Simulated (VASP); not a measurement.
Elastic constants (GPa) of a crystal from PBE GGA, VASP's PBE PAW potentials (set 64) (VASP):

|  | xx | yy | zz | yz | xz | xy |
|---|---|---|---|---|---|---|
| xx | 54.6 | 37.5 | 37.5 | 0.0 | 0.0 | 0.0 |
| yy | 37.5 | 54.6 | 37.5 | 0.0 | 0.0 | 0.0 |
| zz | 37.5 | 37.5 | 54.6 | 0.0 | 0.0 | 0.0 |
| yz | 0.0 | 0.0 | 0.0 | 6.3 | 0.0 | 0.0 |
| xz | 0.0 | 0.0 | 0.0 | 0.0 | 6.3 | 0.0 |
| xy | 0.0 | 0.0 | 0.0 | 0.0 | 0.0 | 6.3 |

Q: Work out the Voigt, Reuss and Hill moduli, Young's modulus and Poisson's ratio.

A: All eigenvalues are positive (smallest 6.3 GPa), so the crystal is stable. K_V = (C11+C22+C33+2(C12+C13+C23))/9 = (163.8 + 2×112.5)/9 = 43.2 GPa; G_V = (163.8 − 112.5 + 3×18.9)/15 = 7.2 GPa. From the compliances, K_R = 43.2 GPa and G_R = 7.0 GPa. Hill: K = 43.2 GPa, G = 7.1 GPa, E = 9KG/(3K+G) = 20.2 GPa, ν = (3K−2G)/(2(3K+G)) = 0.422. K/G = 6.07, above Pugh's 1.75; universal anisotropy A^U = 0.11.

Q: With a density of 5.43 g/cm³, what are the mean sound speeds?

A: v_l = √((K+4G/3)/ρ) = 3.12 km/s and v_t = √(G/ρ) = 1.15 km/s. The crystal is AgCl (rock salt), cubic.

The compound is AgCl in the rock salt structure. It was relaxed first.
